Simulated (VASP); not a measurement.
Data:

```xyz
2
Lattice="0.0000 2.9548 2.9548 2.9548 0.0000 2.9548 2.9548 2.9548 0.0000" Properties=species:S:1:pos:R:3 pbc="T T T"
Ge     0.0000     0.0000     0.0000
Ge     1.4774     1.4774     1.4774
```

Calculation: revPBE GGA, VASP's PBE PAW potentials (set 64) (plane waves; VASP). Settings: 520 eV cut-off, 11×11×11 Γ-centred mesh, first-order Methfessel-Paxton smearing of 0.10 eV, potentials Ge_d.

### Question
Give the stress tensor in GPa (positive for a compressed cell).

### Answer

```
-2.75   0.00   0.00
 0.00  -2.75   0.00
 0.00   0.00  -2.75
```
The pressure is its mean diagonal, -2.75 GPa.

The compound is Ge in the diamond structure. This cell is one point of a volume scan, at 1.06 of the reference volume.
